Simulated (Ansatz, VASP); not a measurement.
Two plane-wave programs on NbTe

```xyz
2
Lattice="3.8511 0.0000 0.0000 -1.9255 3.3351 0.0000 0.0000 0.0000 3.6942" Properties=species:S:1:pos:R:3 pbc="T T T"
Te    1.9255    1.1117    0.0000
Nb    0.0000    0.0000    1.8471
```

The cell comes from a database or a generator and needn't be the stable form of this composition.

Alike in both runs: functional PBEsol; k mesh 7 × 7 × 6; occupations fermi-dirac, width 0.05 eV; no spin polarisation.

|  | VASP | Ansatz |
| --- | --- | --- |
| version | VASP 6.6.1 | Ansatz 0.2.0 |
| potentials or method | VASP PAW PBE potentials, release 64 (Te, Nb_sv) | Ansatz PAW |
| plane-wave cutoff (eV) | 520 | 420 |
| valence electrons in the cell | 19 | 29 |
| task | single point | band structure |

|  | VASP | Ansatz | Ansatz less VASP |
| --- | --- | --- | --- |
| gap on the k mesh at the Fermi level (eV) | none | none | - |
| pressure (GPa) | -11.8 | -11.7 | +0.07 |
| largest component of the traceless stress (GPa) | 0.56 | 0.56 | +0.006 |

A gap of «none» marks a metal or a gap that the smearing closes. With one functional, cell and mesh, what is left measures potentials, basis and numerics. The two sets of potentials don't hold the same shells in valence.

Caveats: the PAW data sets were made with another functional, which shifts forces and pressure a little (VASP); spin-orbit coupling is left out, which moves the levels of the heavy elements (Ansatz); the PAW data sets come from PBE, with cores solved anew for the run's functional, which leaves a small shift of forces and pressure (Ansatz). Spin-orbit coupling is left out, which matters for the levels of Te.
